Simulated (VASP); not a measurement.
Output of a VASP run:

OSZICAR:
```
       N       E                     dE             d eps       ncg     rms          rms(c)
DAV:   1     0.897571622565E+02    0.89757E+02   -0.83980E+03  2672   0.131E+03
DAV:   2    -0.103201618271E+02   -0.10008E+03   -0.96946E+02  2889   0.342E+02
DAV:   3    -0.115826758918E+02   -0.12625E+01   -0.12487E+01  3060   0.384E+01
DAV:   4    -0.115864246602E+02   -0.37488E-02   -0.37483E-02  2885   0.237E+00
DAV:   5    -0.115864440325E+02   -0.19372E-04   -0.19371E-04  3096   0.169E-01    0.147E+01
DAV:   6    -0.110146503665E+02    0.57179E+00   -0.10236E+00  2829   0.123E+01    0.401E+00
DAV:   7    -0.109343696791E+02    0.80281E-01   -0.21132E-01  3066   0.521E+00    0.949E-01
DAV:   8    -0.109302515162E+02    0.41182E-02   -0.43380E-03  2804   0.916E-01    0.223E-01
DAV:   9    -0.109303180464E+02   -0.66530E-04   -0.10807E-04  3074   0.143E-01    0.869E-02
DAV:  10    -0.109303288062E+02   -0.10760E-04   -0.11053E-05  2859   0.437E-02    0.266E-03
DAV:  11    -0.109303288641E+02   -0.57901E-07   -0.48796E-08  1742   0.316E-03
   1 F= -.11644330E+02 E0= -.11644151E+02  d E =-.116443E+02
       N       E                     dE             d eps       ncg     rms          rms(c)
DAV:   1    -0.114368853851E+02   -0.50656E+00   -0.14694E+01  2766   0.546E+01    0.998E+00
DAV:   2    -0.109100657107E+02    0.52682E+00   -0.10461E+00  2721   0.134E+01    0.154E+00
DAV:   3    -0.108590150864E+02    0.51051E-01   -0.19657E-01  2862   0.562E+00    0.173E+00
DAV:   4    -0.108629473616E+02   -0.39323E-02   -0.24250E-03  2754   0.610E-01    0.226E-01
DAV:   5    -0.108630040694E+02   -0.56708E-04   -0.10827E-03  2914   0.417E-01    0.177E-02
DAV:   6    -0.108630008303E+02    0.32391E-05   -0.87661E-06  2848   0.362E-02    0.426E-03
DAV:   7    -0.108629996874E+02    0.11428E-05   -0.58436E-07  1648   0.988E-03    0.385E-04
DAV:   8    -0.108629997555E+02   -0.68063E-07   -0.14628E-08  1389   0.163E-03
   2 F= -.11622027E+02 E0= -.11621770E+02  d E =0.223027E-01
       N       E                     dE             d eps       ncg     rms          rms(c)
DAV:   1    -0.112493898493E+02   -0.38639E+00   -0.83193E+00  2754   0.417E+01    0.587E+00
DAV:   2    -0.109392901582E+02    0.31010E+00   -0.68525E-01  2700   0.103E+01    0.119E+00
DAV:   3    -0.109198224624E+02    0.19468E-01   -0.88351E-02  2885   0.371E+00    0.748E-01
DAV:   4    -0.109220372846E+02   -0.22148E-02   -0.14703E-03  2742   0.451E-01    0.617E-02
DAV:   5    -0.109220709283E+02   -0.33644E-04   -0.10467E-04  3001   0.127E-01    0.981E-03
DAV:   6    -0.109220726186E+02   -0.16903E-05   -0.93558E-07  1857   0.142E-02    0.212E-03
DAV:   7    -0.109220728852E+02   -0.26661E-06   -0.68530E-08  1449   0.377E-03
   3 F= -.11647415E+02 E0= -.11647204E+02  d E =-.308570E-02
```

OUTCAR:
```
------------------------ aborting loop because EDIFF is reached ----------------------------------------
 Edisp (eV)   -0.72534
  FORCE on cell =-STRESS in cart. coord.  units (eV):
  Direction    XX          YY          ZZ          XY          YZ          ZX
  --------------------------------------------------------------------------------------
  Total      -0.00628    -0.00628    -0.00628     0.00000     0.00000     0.00000
  in kB      -0.65319    -0.65319    -0.65319     0.00000     0.00000     0.00000
  external pressure =       -0.65 kB  Pullay stress =        0.00 kB
  volume of cell :       15.39
      direct lattice vectors                 reciprocal lattice vectors
    -1.567116721  1.567116721  1.567116721     0.000000000  0.319057281  0.319057281
     1.567116721 -1.567116721  1.567116721     0.319057281  0.000000000  0.319057281
     1.567116721  1.567116721 -1.567116721     0.319057281  0.319057281  0.000000000
 POSITION                                       TOTAL-FORCE (eV/Angst)
 -----------------------------------------------------------------------------------
      0.00000      0.00000      0.00000        -0.000000     -0.000000     -0.000000
 -----------------------------------------------------------------------------------
    total drift:                                0.000000     -0.000000      0.000000
  FREE ENERGIE OF THE ION-ELECTRON SYSTEM (eV)
  ---------------------------------------------------
  free  energy   TOTEN  =       -11.6474154063 eV

  energy  without entropy=      -11.6467814568  energy(sigma->0) =      -11.64720409

 reached required accuracy - stopping structural energy minimisation
```
(Selected blocks of OUTCAR.)

POSCAR:
```
Mo
1
   -1.5750000000     1.5750000000     1.5750000000
    1.5750000000    -1.5750000000     1.5750000000
    1.5750000000     1.5750000000    -1.5750000000
Mo
1
Direct
  0.0000000000   0.0000000000   0.0000000000
```

Reconstruct the remaining input files.

One answer among several that fit: the input of the run itself, PBE GGA with D3 dispersion (Becke-Johnson damping), plane waves, VASP's PBE PAW potentials (set 64).

### INCAR
```
# general
SYSTEM  = Mo
PREC    = Accurate
ENCUT   = 520
LREAL   = F
LASPH   = T

# electronic loop
EDIFF   = 1E-6
NELM    = 100
ALGO    = Normal
LMAXMIX = 4

# smearing
ISMEAR  = 1
SIGMA   = 0.1

# functional
GGA     = PE
IVDW    = 12

# ions
IBRION  = 2
NSW     = 60
ISIF    = 3
EDIFFG  = -0.01

# output
LWAVE   = F
LCHARG  = F
```

KPOINTS:
```
Regular mesh
0
G
  15 15 15
0 0 0
```

POTCAR, in this order: Mo_sv (PBE.64 set). Program: vasp_std.

The compound is Mo in the bcc structure. This run relaxes it. Symmetry was kept, so distortions that lower it aren't found.
